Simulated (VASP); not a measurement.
OSZICAR of a VASP run on TiC (rock salt):

File OSZICAR:
```
       N       E                     dE             d eps       ncg     rms          rms(c)
DAV:   1     0.119916874748E+03    0.11992E+03   -0.85257E+03  2016   0.158E+03
DAV:   2    -0.141660717844E+02   -0.13408E+03   -0.12800E+03  2100   0.384E+02
DAV:   3    -0.240033082919E+02   -0.98372E+01   -0.95088E+01  2752   0.990E+01
DAV:   4    -0.244109927021E+02   -0.40768E+00   -0.40697E+00  2528   0.193E+01
DAV:   5    -0.244280714217E+02   -0.17079E-01   -0.17078E-01  2796   0.362E+00    0.176E+01
DAV:   6    -0.195108838060E+02    0.49172E+01   -0.34727E+01  2416   0.697E+01    0.776E+00
DAV:   7    -0.187294899874E+02    0.78139E+00   -0.59633E+00  2584   0.300E+01    0.456E+00
DAV:   8    -0.186928635132E+02    0.36626E-01   -0.11906E-01  2168   0.414E+00    0.344E+00
DAV:   9    -0.186684008232E+02    0.24463E-01   -0.29889E-01  2380   0.709E+00    0.914E-01
DAV:  10    -0.186649868761E+02    0.34139E-02   -0.19702E-02  2768   0.174E+00    0.714E-01
DAV:  11    -0.186616172188E+02    0.33697E-02   -0.94148E-03  2324   0.150E+00    0.190E-01
DAV:  12    -0.186614867865E+02    0.13043E-03   -0.92046E-04  2868   0.355E-01    0.500E-02
DAV:  13    -0.186614656261E+02    0.21160E-04   -0.56469E-05  2472   0.842E-02    0.170E-02
DAV:  14    -0.186614637891E+02    0.18370E-05   -0.62863E-06  2900   0.315E-02    0.314E-03
DAV:  15    -0.186614639197E+02   -0.13062E-06   -0.96741E-08  1104   0.411E-03
   1 F= -.18661464E+02 E0= -.18661411E+02  d E =-.158054E-03
```

Which electronic solver shows in the log?

It is blocked Davidson (ALGO = Normal, or the opening steps of other solvers). The INCAR had ALGO = Normal.

Can the final energy be trusted as converged?

The calculation finished and met its thresholds. It stopped with EDIFF = 1E-6, NELM = 100 (PBE GGA, plane waves, VASP's PBE PAW potentials (set 64)).

The compound is TiC in the rock salt structure. The cell was not relaxed at this level.
